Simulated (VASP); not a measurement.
Calculation: PBE GGA, VASP's PBE PAW potentials (set 64) (plane waves; VASP).

Input for VASP

**KPOINTS**
```
Automatic mesh
0
Gamma
10 10 10
0 0 0
```

INCAR:
```
SYSTEM = NaF
PREC = Accurate; ENCUT = 520; LREAL = F
LASPH = T
EDIFF = 1E-7; NELM = 100; ALGO = Normal
ISMEAR = 0; SIGMA = 0.05
GGA = PE
ISIF = 2
LWAVE = F; LCHARG = F
```

**POSCAR**
```
NaF
1
    0.0000000000     2.3460490621     2.3460490621
    2.3460490621     0.0000000000     2.3460490621
    2.3460490621     2.3460490621     0.0000000000
Na F
1 1
Direct
  0.0000000000   0.0000000000   0.0000000000
  0.5000000000   0.5000000000   0.5000000000
```

POTCAR, in this order: Na_pv F (PBE.64 set). Program: vasp_std.

Output

OSZICAR:
```
       N       E                     dE             d eps       ncg     rms          rms(c)
DAV:   1     0.108954918275E+03    0.10895E+03   -0.81872E+03  1043   0.152E+03
DAV:   2    -0.343304145483E+01   -0.11239E+03   -0.10409E+03  1117   0.364E+02
DAV:   3    -0.941616716503E+01   -0.59831E+01   -0.59689E+01  1205   0.850E+01
DAV:   4    -0.947134731594E+01   -0.55180E-01   -0.55173E-01  1094   0.911E+00
DAV:   5    -0.947194092215E+01   -0.59361E-03   -0.59360E-03  1220   0.970E-01    0.542E+00
DAV:   6    -0.857836930775E+01    0.89357E+00   -0.39229E+00  1225   0.185E+01    0.187E+00
DAV:   7    -0.856707178026E+01    0.11298E-01   -0.30554E-02  1058   0.259E+00    0.105E+00
DAV:   8    -0.856841188713E+01   -0.13401E-02   -0.29757E-02  1043   0.450E+00    0.123E-01
DAV:   9    -0.856932805618E+01   -0.91617E-03   -0.41792E-03  1175   0.687E-01    0.929E-02
DAV:  10    -0.856923306113E+01    0.94995E-04   -0.57099E-04  1055   0.321E-01    0.954E-03
DAV:  11    -0.856923130493E+01    0.17562E-05   -0.16192E-05  1187   0.936E-02    0.346E-03
DAV:  12    -0.856923151945E+01   -0.21453E-06   -0.13818E-06  1058   0.256E-02    0.151E-03
DAV:  13    -0.856923127101E+01    0.24844E-06   -0.25895E-07  1082   0.609E-03    0.315E-04
DAV:  14    -0.856923125264E+01    0.18366E-07   -0.11890E-08   610   0.245E-03
   1 F= -.85692313E+01 E0= -.85692313E+01  d E =-.240073E-18
```

**OUTCAR**
```
------------------------ aborting loop because EDIFF is reached ----------------------------------------
  FORCE on cell =-STRESS in cart. coord.  units (eV):
  Direction    XX          YY          ZZ          XY          YZ          ZX
  --------------------------------------------------------------------------------------
  Total        0.0209226      0.0209226      0.0209226      0.0000000      0.0000000     -0.0000000
  in kB        1.2980287      1.2980287      1.2980287      0.0000000      0.0000000     -0.0000000
  external PRESSURE =       1.2980287 kB  Pullay stress =       0.0000000 kB
  volume of cell :       25.83
      direct lattice vectors                 reciprocal lattice vectors
     0.000000000  2.346049062  2.346049062    -0.213124273  0.213124273  0.213124273
     2.346049062  0.000000000  2.346049062     0.213124273 -0.213124273  0.213124273
     2.346049062  2.346049062  0.000000000     0.213124273  0.213124273 -0.213124273
  FREE ENERGIE OF THE ION-ELECTRON SYSTEM (eV)
  ---------------------------------------------------
  free  energy   TOTEN  =        -8.5692312526 eV

  energy  without entropy=       -8.5692312526  energy(sigma->0) =       -8.56923125
```
(Selected blocks of OUTCAR.)

The compound is NaF in the rock salt structure. It was relaxed first.
